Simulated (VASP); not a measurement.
```xyz
4
Lattice="4.9649 0.0000 0.0000 0.0000 4.9649 0.0000 0.0000 0.0000 4.9649" Properties=species:S:1:pos:R:3 pbc="T T T"
K      0.0000     0.0000     0.0000
Pb     0.0000     2.4825     2.4825
Pb     2.4825     0.0000     2.4825
Pb     2.4825     2.4825     0.0000
```

Calculation: PBEsol GGA with spin-orbit coupling, VASP's PBE PAW potentials (set 64) (plane waves; VASP). Numerical set-up: 400 eV cut-off, 6×6×6 Γ-centred mesh, Gaussian smearing of 0.050 eV, potentials K_sv Pb_d.

**Question.** Give the energies of bands 45 to 58 at the high-symmetry points, in eV from the Fermi level.

**Answer.** 
| band | Γ | X | M | R |
|---|---|---|---|---|
| 45 | -2.44 | -2.02 | -3.21 | -4.04 |
| 46 | -2.44 | -2.02 | -3.21 | -4.04 |
| 47 | -2.44 | -0.96 | -1.13 | -2.73 |
| 48 | -2.44 | -0.96 | -1.13 | -2.73 |
| 49 | -1.78 | -0.21 | -0.19 | -2.73 |
| 50 | -1.78 | -0.21 | -0.19 | -2.73 |
| 51 | 2.01 | -0.02 | 0.19 | -2.09 |
| 52 | 2.01 | -0.02 | 0.19 | -2.09 |
| 53 | 2.01 | 0.11 | 0.29 | 3.10 |
| 54 | 2.01 | 0.11 | 0.29 | 3.10 |
| 55 | 2.89 | 1.04 | 1.12 | 4.86 |
| 56 | 2.89 | 1.04 | 1.12 | 4.86 |
| 57 | 3.01 | 1.44 | 1.16 | 5.22 |
| 58 | 3.01 | 1.44 | 1.16 | 5.22 |

It has no gap at this level: it comes out as a metal or semimetal.

The structure comes from a computed database's KPb3 entry (Pm-3m); how it stands against other phases isn't given here. It was relaxed first, which changed the volume by -8 %.
